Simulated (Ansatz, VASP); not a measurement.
# RhPb: VASP beside Ansatz, part 2 of 3

Wanted: the spread between two codes on one cell, functional and k mesh. The cell is taken from a series of runs on this material, whose earlier steps may have relaxed, scaled, displaced or heated it; both programs get it as it stands.

VASP 6.6.1 and Ansatz 0.2.0.

So far: Starting point; VASP: zone-centre phonons, PBEsol.

## 2. VASP: zone-centre phonons, PBEsol (continued)

Level of this step: PBEsol; plane waves and PAW (Rh_pv, Pb_d) (VASP).

OUTCAR, selected parts (step 2):

```text
ion  position               nearest neighbor table
   1  0.528  0.000  0.000-   6 2.68   5 2.76   5 2.76   4 2.76   4 2.76   2 2.85   3 2.85   2 2.85
                             3 2.85   6 3.00
   2  0.472  0.472  0.000-   6 2.68   5 2.76   5 2.76   4 2.76   4 2.76   3 2.85   3 2.85   1 2.85
                             1 2.85   6 3.00
   3  0.000  0.528  0.000-   6 2.68   4 2.76   4 2.76   5 2.76   5 2.76   2 2.85   2 2.85   1 2.85
                             1 2.85   6 3.00
   4  0.333  0.667  0.500-   3 2.76   3 2.76   1 2.76   1 2.76   2 2.76   2 2.76   5 3.28   5 3.28
                             5 3.28   6 3.96   6 3.96   6 3.96   6 3.96   6 3.96   6 3.96
   5  0.667  0.333  0.500-   1 2.76   1 2.76   3 2.76   3 2.76   2 2.76   2 2.76   4 3.28   4 3.28
                             4 3.28   6 3.96   6 3.96   6 3.96   6 3.96   6 3.96   6 3.96
   6  0.000  0.000  0.000-   1 2.68   2 2.68   3 2.68   1 3.00   3 3.00   2 3.00   5 3.96   4 3.96
                             5 3.96   4 3.96   5 3.96   4 3.96   4 3.96   5 3.96   5 3.96   4 3.96

  LATTYP: Found a hexagonal cell.
 ALAT       =     5.6823458266
 C/A-ratio  =     0.7786662472

 Subroutine GETGRP returns: Found 12 space group operations
 (whereof 12 operations were pure point group operations)

The static configuration has the point symmetry D_3h.

 Found     35 irreducible k-points:

   k-points           NKPTS =     35   k-points in BZ     NKDIM =     35   number of bands    NBANDS=     53

   dimension x,y,z NGX =    42 NGY =   42 NGZ =   32
   dimension x,y,z NGXF=    84 NGYF=   84 NGZF=   64

   ENCUT  =  500.0 eV  36.75 Ry    6.06 a.u.  10.36 10.36  8.07*2*pi/ulx,y,z

   NELECT =      87.0000    total number of electrons

 k-points in reciprocal lattice and weights: Automatic mesh
   0.00000000  0.00000000  0.00000000       0.003
   0.16666667  0.00000000  0.00000000       0.021
   0.33333333  0.00000000  0.00000000       0.021
   0.50000000 -0.00000000  0.00000000       0.010
   0.16666667  0.16666667  0.00000000       0.021
   0.33333333  0.16666667  0.00000000       0.042
   0.33333333  0.33333333  0.00000000       0.007
   0.00000000  0.00000000  0.12500000       0.007
   0.16666667  0.00000000  0.12500000       0.042
[...]
0.33333333  0.16666667  0.50000000       0.042
   0.33333333  0.33333333  0.50000000       0.007

 average (electrostatic) potential at core
       1 -72.6282       2 -72.6282       3 -72.6282       4 -87.9302       5 -87.9302
       6 -88.0010

 Eigenvectors and eigenvalues of the dynamical matrix
 ----------------------------------------------------

   1 f  =    6.506713 THz    40.882882 2PiTHz  217.040576 cm-1    26.909590 meV
             X         Y         Z           dx          dy          dz
      3.002768  0.000000  0.000000    -0.000000    0.577350    0.000000
      1.339789  2.320582  0.000000     0.500000   -0.288675    0.000000
     -1.501384  2.600474  0.000000    -0.500000   -0.288675   -0.000000
     -0.000000  3.280704  2.212325    -0.000000   -0.000000    0.000000
      2.841173  1.640352  2.212325     0.000000   -0.000000   -0.000000
      0.000000  0.000000  0.000000    -0.000000    0.000000   -0.000000

   2 f  =    5.990896 THz    37.641911 2PiTHz  199.834787 cm-1    24.776345 meV
             X         Y         Z           dx          dy          dz
      3.002768  0.000000  0.000000    -0.000004    0.482744   -0.000000
      1.339789  2.320582  0.000000    -0.469746   -0.330885   -0.000000
     -1.501384  2.600474  0.000000     0.469749   -0.330879    0.000000
     -0.000000  3.280704  2.212325    -0.000341   -0.088238   -0.000000
      2.841173  1.640352  2.212325     0.000340   -0.088238   -0.000000
      0.000000  0.000000  0.000000     0.000002    0.301820    0.000000

   3 f  =    5.990896 THz    37.641911 2PiTHz  199.834787 cm-1    24.776345 meV
             X         Y         Z           dx          dy          dz
      3.002768  0.000000  0.000000    -0.602091   -0.000003    0.000000
      1.339789  2.320582  0.000000     0.211538   -0.469745    0.000000
     -1.501384  2.600474  0.000000     0.211532    0.469749    0.000000
     -0.000000  3.280704  2.212325    -0.088238    0.000341   -0.000000
      2.841173  1.640352  2.212325    -0.088238   -0.000340   -0.000000
      0.000000  0.000000  0.000000     0.301820   -0.000002    0.000000

   4 f  =    5.822082 THz    36.581221 2PiTHz  194.203756 cm-1    24.078186 meV
             X         Y         Z           dx          dy          dz
      3.002768  0.000000  0.000000     0.000000    0.000000    0.434684
      1.339789  2.320582  0.000000    -0.000000    0.000000    0.434684
     -1.501384  2.600474  0.000000    -0.000000   -0.000000    0.434684
     -0.000000  3.280704  2.212325     0.000000   -0.000000   -0.465285
      2.841173  1.640352  2.212325     0.000000    0.000000   -0.465285
      0.000000  0.000000  0.000000    -0.000000   -0.000000    0.013002

   5 f  =    4.049903 THz    25.446289 2PiTHz  135.090211 cm-1    16.749044 meV
             X         Y         Z           dx          dy          dz
      3.002768  0.000000  0.000000    -0.000002    0.567256    0.000000
      1.339789  2.320582  0.000000    -0.112911    0.371695   -0.000000
     -1.501384  2.600474  0.000000     0.112905    0.371693    0.000000
     -0.000000  3.280704  2.212325    -0.040754   -0.184919   -0.000000
      2.841173  1.640352  2.212325     0.040757   -0.184919    0.000000
      0.000000  0.000000  0.000000     0.000004   -0.551996   -0.000000

   6 f  =    4.049903 THz    25.446289 2PiTHz  135.090211 cm-1    16.749044 meV
             X         Y         Z           dx          dy          dz
      3.002768  0.000000  0.000000     0.306507    0.000004   -0.000000
      1.339789  2.320582  0.000000     0.502068   -0.112905   -0.000000
     -1.501384  2.600474  0.000000     0.502069    0.112910    0.000000
     -0.000000  3.280704  2.212325    -0.184919    0.040754    0.000000
      2.841173  1.640352  2.212325    -0.184919   -0.040757   -0.000000
      0.000000  0.000000  0.000000    -0.551996   -0.000004    0.000000

   7 f  =    4.048237 THz    25.435825 2PiTHz  135.034661 cm-1    16.742157 meV
             X         Y         Z           dx          dy          dz
      3.002768  0.000000  0.000000    -0.000000    0.000000   -0.000000
      1.339789  2.320582  0.000000    -0.000000    0.000000    0.000000
     -1.501384  2.600474  0.000000    -0.000000   -0.000000   -0.000000
     -0.000000  3.280704  2.212325     0.000000   -0.000000    0.707107
      2.841173  1.640352  2.212325     0.000000    0.000000   -0.707107
      0.000000  0.000000  0.000000     0.000000   -0.000000   -0.000000

   8 f  =    3.446670 THz    21.656066 2PiTHz  114.968534 cm-1    14.254275 meV
             X         Y         Z           dx          dy          dz
      3.002768  0.000000  0.000000    -0.045868   -0.000000    0.000000
      1.339789  2.320582  0.000000    -0.037377   -0.004902    0.000000
     -1.501384  2.600474  0.000000    -0.037377    0.004902   -0.000000
     -0.000000  3.280704  2.212325     0.054442    0.703045    0.000000
      2.841173  1.640352  2.212325     0.054447   -0.703045   -0.000000
      0.000000  0.000000  0.000000    -0.024118   -0.000000    0.000000

   9 f  =    3.446670 THz    21.656066 2PiTHz  114.968534 cm-1    14.254275 meV
             X         Y         Z           dx          dy          dz
      3.002768  0.000000  0.000000    -0.000000    0.034547    0.000000
      1.339789  2.320582  0.000000     0.004902    0.043038   -0.000000
     -1.501384  2.600474  0.000000    -0.004902    0.043038    0.000000
     -0.000000  3.280704  2.212325     0.703045   -0.054442    0.000000
      2.841173  1.640352  2.212325    -0.703045   -0.054447   -0.000000
      0.000000  0.000000  0.000000    -0.000000    0.024118    0.000000

  10 f  =    3.291481 THz    20.680984 2PiTHz  109.791980 cm-1    13.612465 meV
             X         Y         Z           dx          dy          dz
      3.002768  0.000000  0.000000     0.577350    0.000000   -0.000000
      1.339789  2.320582  0.000000    -0.288675   -0.500000   -0.000000
     -1.501384  2.600474  0.000000    -0.288675    0.500000    0.000000
     -0.000000  3.280704  2.212325     0.000000   -0.000000   -0.000000
      2.841173  1.640352  2.212325     0.000000    0.000000    0.000000
      0.000000  0.000000  0.000000    -0.000000    0.000000   -0.000000

  11 f  =    3.280346 THz    20.611021 2PiTHz  109.420559 cm-1    13.566414 meV
             X         Y         Z           dx          dy          dz
      3.002768  0.000000  0.000000     0.000000    0.000000    0.428033
      1.339789  2.320582  0.000000    -0.000000   -0.000000    0.388139
     -1.501384  2.600474  0.000000    -0.000000    0.000000   -0.816172
     -0.000000  3.280704  2.212325     0.000000   -0.000000   -0.000000
      2.841173  1.640352  2.212325    -0.000000    0.000000   -0.000000
      0.000000  0.000000  0.000000    -0.000000    0.000000    0.000000

  12 f  =    3.280346 THz    20.611021 2PiTHz  109.420559 cm-1    13.566414 meV
             X         Y         Z           dx          dy          dz
      3.002768  0.000000  0.000000     0.000000    0.000000   -0.695309
      1.339789  2.320582  0.000000    -0.000000   -0.000000    0.718342
     -1.501384  2.600474  0.000000    -0.000000    0.000000   -0.023033
     -0.000000  3.280704  2.212325     0.000000   -0.000000   -0.000000
      2.841173  1.640352  2.212325    -0.000000   -0.000000    0.000000
      0.000000  0.000000  0.000000     0.000000   -0.000000    0.000000

  13 f  =    2.280188 THz    14.326842 2PiTHz   76.058878 cm-1     9.430095 meV
             X         Y         Z           dx          dy          dz
      3.002768  0.000000  0.000000    -0.000000    0.016137   -0.000000
      1.339789  2.320582  0.000000     0.128706    0.239062   -0.000000
     -1.501384  2.600474  0.000000    -0.128706    0.239062    0.000000
     -0.000000  3.280704  2.212325    -0.063772   -0.481022   -0.000000
      2.841173  1.640352  2.212325     0.063773   -0.481022   -0.000000
      0.000000  0.000000  0.000000    -0.000000    0.617584    0.000000
    [... 43 further lines ...]
      2.841173  1.640352  2.212325     0.000000   -0.000000   -0.471462
      0.000000  0.000000  0.000000     0.000000   -0.000000   -0.474731

 ELASTIC MODULI CONTR FROM IONIC RELAXATION (kBar)
 Direction    XX          YY          ZZ          XY          YZ          ZX
 --------------------------------------------------------------------------------
 XX        -221.6238     68.4735     29.7819     -0.0000     -0.0000      0.0000
 YY          68.4735   -221.6238     29.7819      0.0000     -0.0000     -0.0000
 ZZ          29.7819     29.7819    -11.5829      0.0000      0.0000     -0.0000
 XY          -0.0000     -0.0000      0.0000   -145.1138     -0.0000      0.0000
 YZ          -0.0000     -0.0000      0.0000     -0.0000     -6.6242     -0.0000
 ZX           0.0000     -0.0000     -0.0000      0.0000     -0.0000     -5.2685
 --------------------------------------------------------------------------------
```

[end of part 2 of 3]

[Lines on the potential files, build, host, timing and source positions are cut from VASP's logs without a mark.]

[Logs are printed without paths, hosts, clocks, repeated set-up lines and the standing remarks that a program may print on its own settings, such as how far it seeks lower states.]

[Hosts, paths, dates, database ids (printed as entryN), source tags and the programs' standing remarks are cut or masked in the printed files.]
